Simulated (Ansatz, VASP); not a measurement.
# TaN: VASP beside Ansatz, part 2 of 2

One calculation is typed for both programs; each brings its own data sets. How far apart do they land? The cell is taken from a series of runs on this material, whose earlier steps may have relaxed, scaled, displaced or heated it; both programs get it as it stands.

VASP 6.6.1 and Ansatz 0.2.0.

So far: The structure; VASP: zone-centre phonons, LDA.

### 3. Ansatz: zone-centre phonons, LDA

Level of this step: Ansatz beside VASP: Kohn-Sham DFT, plane waves, LDA (Ansatz).

Ansatz runs on its PAW soft_1 files.

The same cell, functional (in two slightly different forms), mesh and smearing now go to Ansatz, which takes its cutoff from its data sets.

input.yaml reads:

```yaml
crystal:
  lattice:
    - [2.8774433388, 0.0, 0.0]
    - [-1.4387216694, 2.4919390294, 0.0]
    - [0.0, 0.0, 2.8630384889]
  atoms:
    - { symbol: "N", position: [0.6666666667, 0.3333333333, 0.0] }
    - { symbol: Ta, position: [0.0, 0.0, 0.5] }
kpoints:
  mp_grid: { grid: [18, 18, 16] }
hamiltonian:
  xc: lda
  pseudopotentials: { kind: paw, azcp: { folder: soft_1 }, xc_functional: pbe }
scf:
  occupations: { method: methfessel_paxton, width: 0.2 }
output:
  eigenvalues: true
phonons:
  method: dfpt
```

On the command line:

```
ansatz run input.yaml --threads 4 --pin off --max-ram 10240MiB --backend cpu --events-out ev --progress --plain --runs-dir out
```

Numbers of over 12 decimals in the logs are rounded to 6 here.

What it wrote:

```text
zone centre: on kpoints.mp_grid the ground state, and the responses unless they are solved on pairs of k-points, stand on 819 of the mesh's 5184 k-points, reduced under 4 symmetry operations, with k and −k counted as one. Each operation leaves every solved displacement unchanged or reverses it
Engine: ansatz 0.2.0, aarch64-unknown-linux-gnu
Pseudopotentials: kind: paw
Pseudopotential: N, paw, valence charge 5, recommended cutoff 420 eV (normal), soft_1/N.paw.azcp
Pseudopotential: Ta, paw, valence charge 13, recommended cutoff 420 eV (normal), soft_1/Ta.paw.azcp
Functional definition: SPW92
  exchange = slater_x
  correlation = pw_c
Crystal: 2 atoms, lattice volume = 20.529 Å³
Basis set: ecut = 420 eV, 405 PW (Γ), exchange–correlation on 40×40×40 points (8 copies of the dense FFT grid, shifted against one another)
Bands: 13, of which v1, the nominal top of the filled ones, is band 9 counted from 1 (8 counted from 0)
Symmetry: 12 space group operations
k-points: 819 of 5184 (irreducible under 4 space group operations, time reversal used)
Non-local potential: N, projectors of the file, l = 0: 2, l = 1: 2, l = 2: 1
Non-local potential: Ta, projectors of the file, l = 0: 3, l = 1: 2, l = 2: 2, l = 3: 1
PAW form: soft (Blöchl's): semilocal exchange-correlation on the pseudo side does not see the compensation charge
PAW frozen core: N, regenerated for the run's functional, and the local potential with it (the file was generated under x = pbe(κ = 0.804, μ = 0.219515), c = pbe(β = 0.066725))
PAW frozen core: Ta, regenerated for the run's functional, and the local potential with it (the file was generated under x = pbe(κ = 0.804, μ = 0.219515), c = pbe(β = 0.066725))
PAW one-centre angular grid: N, 110 points (default); XC on 64 Gauss nodes
PAW one-centre angular grid: Ta, 590 points (default); XC on 64 Gauss nodes
Initial density: superposition of atomic densities (chi_scale 0.1, normalization cell, long waves kept (reshape's long-wave potential 0.00 eV rms))
Initial wavefunctions: pseudopotential atomic-orbital guess
Functional: x = slater, c = lda
SCF iter   1: F=—  HF=-10060.078289 eV  |F-HF|=—  |Δ(HF+E_count)|=         —  Δρ=4.98e-2  dr2=3.11e-1  ethr=3.10e-3  ⟨swp⟩=5.0  Hψ=52818  notcnv=0
preconditioner: auto → none  [metal: Δε(μ)=0.070 eV  Ē_g=11.523 eV  σ=0.200 eV  W_gap=0.29  n_scr=8 (ndim 8)  ℏωp=25.9 eV  f_vac=0.000  D(μ)=0.05/eV (n_scr^D=0)  sad-step TF]
SCF iter   2: F=—  HF=-10060.047966 eV  |F-HF|=—  |Δ(HF+E_count)|=   3.03e-2  S|Δr|=    0.00e0  Δρ=3.10e-2  dr2=1.29e-1  ethr=1.73e-3  ⟨swp⟩=1.0  Hψ=17199  notcnv=0
SCF iter   3: F=—  HF=-10060.021542 eV  |F-HF|=—  |Δ(HF+E_count)|=   2.64e-2  S|Δr|=    0.00e0  Δρ=1.52e-3  dr2=2.37e-4  ethr=7.15e-4  ⟨swp⟩=2.7  Hψ=14829  notcnv=0
SCF iter   4: F=—  HF=-10060.021616 eV  |F-HF|=—  |Δ(HF+E_count)|=   7.37e-5  S|Δr|=    0.00e0  Δρ=3.00e-4  dr2=1.89e-5  ethr=1.32e-6  ⟨swp⟩=2.5  Hψ=17606  notcnv=0
SCF iter   5: F=—  HF=-10060.021610 eV  |F-HF|=—  |Δ(HF+E_count)|=   5.91e-6  S|Δr|=    0.00e0  Δρ=3.25e-5  dr2=6.01e-8  ethr=1.05e-7  ⟨swp⟩=2.9  Hψ=17450  notcnv=0
SCF iter   6: F=—  HF=-10060.021611 eV  |F-HF|=—  |Δ(HF+E_count)|=   3.64e-7  S|Δr|=    0.00e0  Δρ=4.50e-6  dr2=2.09e-9  ethr=3.34e-10  ⟨swp⟩=2.3  Hψ=16371  notcnv=0
SCF iter   7: F=—  HF=-10060.021611 eV  |F-HF|=—  |Δ(HF+E_count)|=  6.11e-10  S|Δr|=    0.00e0  Δρ=1.10e-6  dr2=1.58e-10  ethr=1.16e-11  ⟨swp⟩=2.0  Hψ=17228  notcnv=0
SCF iter   8: F=-10060.021611 eV  HF=-10060.021611 eV  |F-HF|=1.82e-12  |Δ(HF+E_count)|=  4.91e-11  S|Δr|=    0.00e0  Δρ=1.45e-7  dr2=2.42e-12  ethr=1.00e-12  ⟨swp⟩=4.6  Hψ=49295  notcnv=0
the search or the solves at the SCF's close seem to have found levels that the self-consistency loop had missed (the run counts 3). By its estimate they hold under 1e-12 electrons; where the run keeps them, the occupations were computed again with them
SCF 1 converged in 8 iterations: F = -10060.021611 eV  dr2 = 2.42e-12
  greatest PAW one-centre occupation: 0.999 electrons in one spin orbital (limit 2), on the Ta atom at site 1 (counted from 0), in its partial waves of l = 0
DFPT response loops at Γ: preconditioner auto → Kerker (q_TF=auto, 2.669 Å⁻¹) (partly filled bands, converged f_vac=0.000); β = 1.00, the filter's whole step (`scf.mixing.beta` (0.50) is not read by the response loops under this deck's `scf.mixing.preconditioner`; to damp them name `kerker` or `kerker_dos`, under which they read `scf.mixing.beta`, and type it under 1.00, their step now; both keys bind the ground state too); Broyden in place of MSR1
SCF converged after 8 iterations
Stability not checked: this state was not tested for a lower state beside it, because cold or Methfessel-Paxton smearing, or corrected tetrahedra, fill the levels in a way that the test cannot read (fill_not_monotonic; see scf.lower_state_search)
Free energy (F): -10060.021611 eV
Harris-Foulkes:  -10060.021611 eV  (|F-HF|=1.82e-12)
Internal energy: -10060.022298 eV  (E = F + TS)
E sigma→0 (E₀):  -10060.021782 eV
Entropy (-TS):   0.000687 eV (0.344 meV/atom)
Fermi energy:    20.766018 eV
--- Per-component energies (eV) ---
  E_band       = -40.880534
  E_kinetic    = 526.964974
  E_local      = -561.247777  (includes V_loc(G=0)·N_el)
  E_nonlocal   = 30.495706
  E_hartree    = 202.004227
  E_xc         = -379.744827
  E_vxc        = -312.059444  (∫ρ·V_xc dr)
  E_paw        = -8176.879031  (= ΣΔE_a)
  E_vpaw       = -129.043316  (= ΣTr[D̂ρ^β])
  E_aug_tail   = 0.000899  (compensation charges beyond the density's cutoff)
  E_ewald      = -1701.955509
  E_core_change = 0.339041  (= ΣΔE_core)
  E_smearing   = 0.000687  (= −TS)
  E_closure    = 0.000000  (closes the sum)
  Σ components = -10060.021611   (vs F -10060.021611, Δ=0.00e0)
--- Band table (eV; the first three rows and the last of 819) ---
  k-point 0: bands = [... 5 lower, 16.1927, 16.1927, 16.3875, 17.8064, 23.6389, 24.5558, 24.5558, 25.0451]
  k-point 1: bands = [... 5 lower, 16.0847, 16.2261, 16.2261, 18.0654, 23.7723, 23.9405, 23.9405, 25.5130]
  k-point 2: bands = [... 5 lower, 15.4084, 16.3220, 16.3220, 18.6510, 23.1086, 23.1086, 24.1382, 25.8969]
  k-point 818: bands = [... 5 lower, 12.9618, 13.8674, 16.6585, 19.7967, 25.3494, 26.0826, 27.3207, 28.3524]
--- Phonons (Γ-DFPT): 4 representative perturbations + reference, on 819 of 5184 k-points (Σ response iterations 12) ---
  k mesh reduced under 4 symmetry operations, with k and −k counted as one. Each operation leaves every solved displacement unchanged or reverses it
  ASR residual: 8.045e-5 → 0.000e0 eV/Å²; symmetrization residual: 2.574e-6 eV/Å²
  ASR residual per site (eV/Å²): 6.78e-5 8.04e-5
  Γ frequencies (cm⁻¹): 0.00 0.00 0.00 555.08 555.08 579.60
  non-analytic LO–TO correction: not included (Born effective charges unavailable; polar crystals: no LO–TO splitting at Γ)
```

In the SCF lines HF is the Harris–Foulkes energy and dr2 the Hartree energy of the density residual, in eV; the loop may stop once dr2 is under the threshold and the program's other checks hold. Hψ counts applications of the Hamiltonian.

### 4. Side by side

Known differences besides the potentials themselves: the data sets hold 18 valence electrons in Ansatz (on its PAW soft_1 files) and 16 in VASP; the cutoff is 420 eV in Ansatz and 600 eV in VASP; VASP's log shows a relativistic correction to its local exchange, Ansatz's none. Total energies have different zeros and are not compared.

Both answers:

```
                  quantity  Ansatz   VASP  difference
optical mode 1 to 2 (cm⁻¹)   555.1  558.3     -0.58 %
     optical mode 3 (cm⁻¹)   579.6  583.1     -0.61 %
```

Modes are paired by rising frequency, not by their patterns, so a pair may set unlike modes beside each other; they are those without the splitting of longitudinal modes.

### 5. Summary of results

| Item | Value |
| --- | --- |
| r.m.s. difference of the optical zone-centre modes, each program's sorted by frequency (zone-centre phonons, LDA) | 3.3 cm⁻¹ |
| difference in optical mode 3 (zone-centre phonons, LDA) | -0.6 % |

What this shows: The r.m.s. difference of the optical zone-centre modes, each program's sorted by frequency is 3.3 cm⁻¹ (zone-centre phonons, LDA). The data sets hold unlike numbers of valence electrons (18 in Ansatz and 16 in VASP), so part of the differences comes from the potentials. Among the rows given in per cent, the largest difference of the zone-centre phonons, LDA pair is in optical mode 3, -0.6 %. How closely two codes agree says nothing of how well the functional describes the real material.

[Lines on the potential files, build, host, timing and source positions are cut from VASP's logs without a mark.]

[Logs are printed without paths, hosts, clocks, repeated set-up lines and the standing remarks that a program may print on its own settings, such as how far it seeks lower states.]

[Hosts, paths, dates, database ids (printed as entryN), source tags and the programs' standing remarks are cut or masked in the printed files.]
